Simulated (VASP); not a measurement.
Output of a VASP run:

OSZICAR:
```
       N       E                     dE             d eps       ncg     rms          rms(c)
DAV:   1     0.760748280236E+02    0.76075E+02   -0.67825E+03   440   0.115E+03
DAV:   2     0.543519465159E-01   -0.76020E+02   -0.71290E+02   503   0.235E+02
DAV:   3    -0.558085720051E+01   -0.56352E+01   -0.56051E+01   532   0.661E+01
DAV:   4    -0.572630703235E+01   -0.14545E+00   -0.14537E+00   536   0.115E+01
DAV:   5    -0.573049176313E+01   -0.41847E-02   -0.41846E-02   517   0.192E+00    0.147E+00
DAV:   6    -0.567573827442E+01    0.54753E-01   -0.73805E-02   497   0.241E+00    0.979E-01
DAV:   7    -0.566601415271E+01    0.97241E-02   -0.56221E-02   539   0.181E+00    0.503E-01
DAV:   8    -0.566684596837E+01   -0.83182E-03   -0.31695E-03   470   0.681E-01    0.101E-01
DAV:   9    -0.566681826681E+01    0.27702E-04   -0.10602E-04   521   0.144E-01    0.249E-02
DAV:  10    -0.566682272901E+01   -0.44622E-05   -0.20048E-05   509   0.652E-02    0.560E-03
DAV:  11    -0.566682282248E+01   -0.93464E-07   -0.22092E-06   500   0.189E-02    0.181E-03
DAV:  12    -0.566682289120E+01   -0.68720E-07   -0.25221E-07   485   0.388E-03
   1 F= -.56668229E+01 E0= -.56668229E+01  d E =-.186592E-12
```

File OUTCAR:
```
------------------------ aborting loop because EDIFF is reached ----------------------------------------
  FORCE on cell =-STRESS in cart. coord.  units (eV):
  Direction    XX          YY          ZZ          XY          YZ          ZX
  --------------------------------------------------------------------------------------
  Total        0.2093435      0.2093435      0.2093435      0.0000000     -0.0000000      0.0000000
  in kB        5.2474516      5.2474516      5.2474516      0.0000000     -0.0000000      0.0000000
  external PRESSURE =       5.2474516 kB  Pullay stress =       0.0000000 kB
  volume of cell :       63.92
      direct lattice vectors                 reciprocal lattice vectors
     0.000000000  3.173441712  3.173441712    -0.157557644  0.157557644  0.157557644
     3.173441712  0.000000000  3.173441712     0.157557644 -0.157557644  0.157557644
     3.173441712  3.173441712  0.000000000     0.157557644  0.157557644 -0.157557644
  FREE ENERGIE OF THE ION-ELECTRON SYSTEM (eV)
  ---------------------------------------------------
  free  energy   TOTEN  =        -5.6668228912 eV

  energy  without entropy=       -5.6668228912  energy(sigma->0) =       -5.66682289
```
(Selected blocks of OUTCAR.)

### POSCAR
```
NaI
1
    0.0000000000     3.1734417120     3.1734417120
    3.1734417120     0.0000000000     3.1734417120
    3.1734417120     3.1734417120     0.0000000000
Na I
1 1
Direct
  0.0000000000   0.0000000000   0.0000000000
  0.5000000000   0.5000000000   0.5000000000
```

Q: Write an INCAR and KPOINTS that could have produced this output.

A: One answer among several that fit: the input of the run itself, PBEsol GGA, plane waves, VASP's PBE PAW potentials (set 64).

File KPOINTS:
```
Automatic mesh
0
gamma
  7 7 7
0 0 0
```

### INCAR
```
LREAL = F   # projection in real space or not
EDIFF = 1E-7
SIGMA = 0.05
ISIF = 2   # forces and stress, cell fixed
NELM = 100
SYSTEM = NaI
ENCUT = 520   # plane-wave cut-off (eV)
LCHARG = F
GGA = PS   # PBEsol
PREC = Accurate
LWAVE = F
ALGO = Normal   # blocked Davidson
ISMEAR = 0
LMAXMIX = 4   # l cut-off of mixed one-centre charges
LASPH = T
```

POTCAR, in this order: Na_pv I (PBE.64 set). Program: vasp_std.

The compound is NaI in the rock salt structure. This cell is one point of a volume scan, at 0.97 of the reference volume.
